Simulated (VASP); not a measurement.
# Sn3TeS2 (R-3m) in VASP: relaxation of cell and atoms with PBE

Aim: the relaxation of cell and atoms of Sn3TeS2 with PBE.

All numbers are computed with VASP 6.6.1; they aren't measurements. Logs are shortened: lines on timing, memory, paths and dates and some standing lists are left out, and cuts for length are marked.

## Step 1: The crystal as given

The structure is trigonal, space group R-3m (No. 166). Conventional cell: a = 6.532 Å, b = 6.532 Å, c = 13.656 Å, α = 90.00°, β = 90.00°, γ = 120.00°. Sn (site symmetry 2/m) has 2 S at 2.12 Å as nearest neighbours. Te (site symmetry -3m) is surrounded by 6 Sn at 3.27 Å. S (site symmetry 3m) has 3 Sn at 2.12 Å as nearest neighbours.

The cell was built by a generator and needn't be a form met in nature.

## Step 2: Relaxation of cell and atoms, PBE

Input file INCAR:

```
  PREC = Normal
  ENCUT = 520
  EDIFF = 1E-4
  ISMEAR = 0
  SIGMA = 0.15
  LREAL = F
  LASPH = T
  NELM = 60
  ALGO = Fast
  ISIF = 3
  LWAVE = F
  LCHARG = F
  GGA = PE
  IBRION = 2
  NSW = 24
  EDIFFG = -0.08
```

Input file KPOINTS:

```
regular mesh
0
Gamma
  3 3 3
```

Input file POSCAR:

```
Sn3TeS2
1.0
    3.2662246000      1.8857556500      4.5518662500
   -3.2662246000      1.8857556500      4.5518662500
    0.0000000000     -3.7715113000      4.5518662500
Sn Te S
3 1 2
Direct
    0.0000000000      0.0000000000      0.5000000000
    0.5000000000      0.0000000000      0.0000000000
    0.0000000000      0.5000000000      0.0000000000
    0.5000000000      0.5000000000      0.5000000000
    0.0962500400      0.0962500400      0.0962500400
    0.9037499600      0.9037499600      0.9037499600
```

Potentials or basis: VASP PAW PBE potentials, release 64 (Sn_d, Te, S).

On the command line:

```sh
$ cat potpaw_PBE.64/Sn_d/POTCAR potpaw_PBE.64/Te/POTCAR potpaw_PBE.64/S/POTCAR > POTCAR
$ mpirun -np 1 vasp_std > vasp.out
```

OUTCAR:

```text
PREC = Normal
   ENCUT = 520
   EDIFF = 1E-4
   ISMEAR = 0
   LREAL = F
   LASPH = T
   NELM = 60
   ISIF = 3
   GGA = PE
   IBRION = 2
   NSW = 24
   EDIFFG = -0.08

 ion  position               nearest neighbor table
   1  0.000  0.000  0.500-   5 2.12   6 2.12   2 3.27   3 3.27   3 3.27   2 3.27   4 3.27   4 3.27

   2  0.500  0.000  0.000-   5 2.12   6 2.12   1 3.27   4 3.27   4 3.27   1 3.27   3 3.27   3 3.27

   3  0.000  0.500  0.000-   5 2.12   6 2.12   1 3.27   4 3.27   1 3.27   4 3.27   2 3.27   2 3.27

   4  0.500  0.500  0.500-   2 3.27   3 3.27   2 3.27   3 3.27   1 3.27   1 3.27
   5  0.096  0.096  0.096-   1 2.12   2 2.12   3 2.12   6 2.63
   6  0.904  0.904  0.904-   1 2.12   2 2.12   3 2.12   5 2.63

  LATTYP: Found a trigonal (rhomboedric) cell.
 ALAT       =     5.9113267434
 COS(alpha) =     0.3894065292

  Lattice vectors:

 A1 = (   3.2662246000,   1.8857556500,   4.5518662500)
 A2 = (  -3.2662246000,   1.8857556500,   4.5518662500)
 A3 = (   0.0000000000,  -3.7715113000,   4.5518662500)

Analysis of symmetry for initial positions (statically):
=====================================================================
 Subroutine PRICEL returns:
 Original cell was already a primitive cell.

 Routine SETGRP: Setting up the symmetry group for a
 trigonal (rhombohedral) supercell.

 Subroutine GETGRP returns: Found 12 space group operations
 (whereof 12 operations were pure point group operations)
 out of a pool of 12 trial point group operations.

The static configuration has the point symmetry D_3d.

Analysis of symmetry for dynamics (positions and initial velocities):
=====================================================================
 Subroutine PRICEL returns:
 Original cell was already a primitive cell.

 Routine SETGRP: Setting up the symmetry group for a
 trigonal (rhombohedral) supercell.

 Subroutine GETGRP returns: Found 12 space group operations
 (whereof 12 operations were pure point group operations)
 out of a pool of 12 trial point group operations.

The dynamic configuration has the point symmetry D_3d.

 Subroutine INISYM returns: Found 12 space group operations
 (whereof 12 operations are pure point group operations),
 and found     1 'primitive' translations

----------------------------------------------------------------------------------------

                                     Primitive cell

  volume of cell :     168.2179

  direct lattice vectors                    reciprocal lattice vectors
     3.266224600  1.885755650  4.551866250     0.153081941  0.088381900  0.073230037
    -3.266224600  1.885755650  4.551866250    -0.153081941  0.088381900  0.073230037
     0.000000000 -3.771511300  4.551866250     0.000000000 -0.176763799  0.073230037

[... 75 lines left out ...]
   NSW    =     24    number of steps for IOM
   IBRION =      2    ionic relax: 0-MD 1-quasi-New 2-CG
   NFREE  =      1    steps in history (QN), initial steepest desc. (CG)
   ISIF   =      3    stress and relaxation
   ISYM   =      2    0-nonsym 1-usesym 2-fastsym
   POTIM  = 0.5000    time-step for ionic-motion
   TEBEG  =    0.0;   TEEND  =   0.0 temperature during run
   PSTRESS=    0.0 pullay stress
   NELECT =      60.0000    total number of electrons
   NUPDOWN=      -1.0000    fix difference up-down
   EMIN   =  10.00;   EMAX   =-10.00  energy-range for DOS
   EFERMI =   0.00;   METHOD = LEGACY
   ISMEAR =     0;   SIGMA  =   0.15  broadening in eV -4-tet -1-fermi 0-gaus
   EFERMI_NEDOS =   21; number of points for ismear=-14 and -15
   IALGO  =     68    algorithm
   IMIX   =      4    mixing-type and parameters
     AMIX     =   0.40;   BMIX     =  1.00
     AMIX_MAG =   1.60;   BMIX_MAG =  1.00
  volume/ion in A,a.u.               =      28.04       189.20
  Fermi-wavevector in a.u.,A,eV,Ry     =   1.161006  2.193983 18.339772  1.347935
  Thomas-Fermi vector in A             =   2.297583
   LORBIT       =      0    0 simple, 1 ext, 2 COOP (PROOUT), +10 PAW based schemes
   GGA     = PE    functional components
   LHFCALC =     F    Hartree Fock is set to
   AEXX    =    0.0000 exact exchange contribution
   IVDW    =     0    specifies the selected vdW correction
   LEPSILON=     F    determine dielectric tensor
   LRPA    =     F    only Hartree local field effects (RPA)
 conjugate gradient relaxation of ions
 non-spin polarized calculation
 RMM-DIIS sequential band-by-band and
 Gauss-broadening in eV      SIGMA  =   0.15
  energy-cutoff  :      520.00
  volume of cell :      168.22
 maximum number of plane-waves:      4550
   NGX = 21   NGY = 21   NGZ = 21

--------------------------------------- Ionic step        1  -------------------------------------------

 number of electron      60.0000007 magnetization

 Free energy of the ion-electron system (eV)
  ---------------------------------------------------
  ext. energy  EPLUGINS =         0.00000000
  ---------------------------------------------------
  free energy    TOTEN  =       -10.50337985 eV

  energy without entropy =      -10.46129073  energy(sigma->0) =      -10.48233529

 E-fermi :   6.2942     XC(G=0):  -9.0897

 val. band max:        6.2513382337   @ k =   0.3333   0.3333   0.0000
 cond. band min:       6.3527050056   @ k =   0.3333   0.3333   0.3333
 fundamental gap:      0.1013667719
 Fermi energy:         6.2942334252

 k-point     1 :       0.0000    0.0000    0.0000
  band No.  band energies     occupation
      1     -17.1917      2.00000
      2     -16.4436      2.00000
      3     -16.4436      2.00000
      4     -16.1244      2.00000
      5     -16.0628      2.00000
      6     -16.0628      2.00000
[... 336 lines left out ...]
  FREE ENERGIE OF THE ION-ELECTRON SYSTEM (eV)
  ---------------------------------------------------
  free  energy   TOTEN  =       -19.9300996908 eV

  energy  without entropy=      -19.8741399517  energy(sigma->0) =      -19.90211982

[... ionic steps 4 to 13 ...]

--------------------------------------- Ionic step       14  -------------------------------------------

 number of electron      60.0000114 magnetization

------------------------ aborting loop because EDIFF is reached ----------------------------------------
[... 75 lines left out ...]
--------------------------------------- Ionic step       16  -------------------------------------------

 number of electron      60.0000116 magnetization

 Free energy of the ion-electron system (eV)
  ---------------------------------------------------
  ext. energy  EPLUGINS =         0.00000000
  ---------------------------------------------------
  free energy    TOTEN  =       -22.17176870 eV

  energy without entropy =      -22.12347033  energy(sigma->0) =      -22.14761951

 E-fermi :   3.0444     XC(G=0):  -7.4284

 val. band max:        2.6859871349   @ k =   0.3333   0.0000   0.0000
 cond. band min:       3.0560355277   @ k =   0.3333   0.3333   0.0000
 fundamental gap:      0.3700483928
 Fermi energy:         3.0443640638

 k-point     1 :       0.0000    0.0000    0.0000
  band No.  band energies     occupation
      1     -19.0585      2.00000
      2     -19.0529      2.00000
      3     -19.0529      2.00000
      4     -19.0091      2.00000
      5     -18.9971      2.00000
      6     -18.9813      2.00000
[... 256 lines left out ...]
  FREE ENERGIE OF THE ION-ELECTRON SYSTEM (eV)
  ---------------------------------------------------
  free  energy   TOTEN  =       -22.1717686971 eV

  energy  without entropy=      -22.1234703315  energy(sigma->0) =      -22.14761951

 reached required accuracy - stopping structural energy minimisation
```

OSZICAR:

```text
N       E                     dE             d eps       ncg     rms          rms(c)
DAV:   1     0.641908274447E+03    0.64191E+03   -0.28813E+04   444   0.210E+03
DAV:   2     0.905880289746E+02   -0.55132E+03   -0.54041E+03   432   0.557E+02
DAV:   3    -0.493646379585E+01   -0.95524E+02   -0.93627E+02   516   0.204E+02
DAV:   4    -0.114307580768E+02   -0.64943E+01   -0.62606E+01   492   0.545E+01
[... 176 lines left out ...]
       N       E                     dE             d eps       ncg     rms          rms(c)
DAV:   1    -0.221763202063E+02   -0.56940E-02   -0.14589E-01   540   0.373E+00    0.442E-01
RMM:   2    -0.221726133505E+02    0.37069E-02   -0.89763E-03   495   0.861E-01    0.200E-01
RMM:   3    -0.221718051605E+02    0.80819E-03   -0.35964E-03   498   0.519E-01    0.715E-02
RMM:   4    -0.221717686971E+02    0.36463E-04   -0.64883E-04   421   0.155E-01
  16 F= -.22171769E+02 E0= -.22147620E+02  d E =-.114952E-02
```

It took 3.1 min on 1 thread of Intel Xeon 6975P-C (Granite Rapids), shared host; peak memory 0.23 GiB.

What came out:

```
Free energy                            : -22.1718 eV
Relaxed volume                         : 39.59 Å³/atom
Relaxed cell                           : a = 7.468 Å, b = 7.468 Å, c = 7.468 Å, α = 51.78°, β = 51.78°, γ = 51.78°
Space group after relaxing (to 0.05 Å) : R-3m (No. 166)
Energy gained by relaxing              : 1944.7 meV/atom
Ionic steps                            : 16
Pressure after relaxing                : -0.1 GPa
Largest force after relaxing           : 0.048 eV/Å
Band gap on the k mesh                 : none (metal or under the smearing width)
```

Forces in eV/Å, atoms in the order of the input:
```
Sn   0.000  0.000  0.000
Sn   0.000  0.000  0.000
Sn   0.000  0.000  0.000
Te   0.000  0.000  0.000
S    0.000  0.000  0.048
S    0.000  0.000 -0.048
```

Stress tensor (GPa, compression positive):
```
-0.01  0.00  0.00
 0.00 -0.01  0.00
 0.00  0.00 -0.18
```

The path:
```csv
step,energy change (eV),largest force (eV/Å),pressure (GPa),volume (Å³)
1,0.0000,9.2678,33.67,168.22
2,-7.6328,1.7416,-3.24,353.57
3,-9.4267,0.8431,0.21,263.33
4,-9.4463,0.7719,0.13,265.86
5,-9.4463,0.6903,-0.08,268.11
6,-9.6855,0.8051,-0.48,269.96
7,-10.4359,0.8780,-1.67,273.57
8,-11.2878,0.6255,-2.75,272.77
9,-11.4319,0.8064,-2.03,261.86
10,-11.4770,0.9323,-1.55,255.06
11,-11.4828,0.9633,-1.42,252.61
12,-11.5751,0.7168,-1.11,247.62
13,-11.6576,0.1554,0.56,233.03
14,-11.6674,0.0944,0.32,236.48
15,-11.6672,0.1233,0.11,236.85
16,-11.6684,0.0475,-0.07,237.56
```

Final structure:
```
CELL_PARAMETERS angstrom
3.26089 1.88268 6.44939
-3.26089 1.88268 6.44939
0.00000 -3.76535 6.44939
ATOMIC_POSITIONS crystal
Sn 0.00000 0.00000 0.50000
Sn 0.50000 0.00000 0.00000
Sn 0.00000 0.50000 0.00000
Te 0.50000 0.50000 0.50000
S 0.05475 0.05475 0.05475
S 0.94525 0.94525 0.94525
```

Levels at points of the mesh, in eV from the Fermi level:
```tsv
k point	band 27	band 28	band 29	band 30	band 31	band 32	band 33	band 34
(0.00, 0.00, 0.00)	-3.54	-2.05	-0.39	-0.39	0.21	2.10	2.10	2.67
```

Caveat: the k mesh is coarse (spacing up to 0.40 Å⁻¹), so the values aren't converged; the volume moved by over 15 % at a fixed basis, so the end points are rough; the relaxation stopped at a loose force limit of 0.08 eV/Å, so its end isn't a converged minimum.
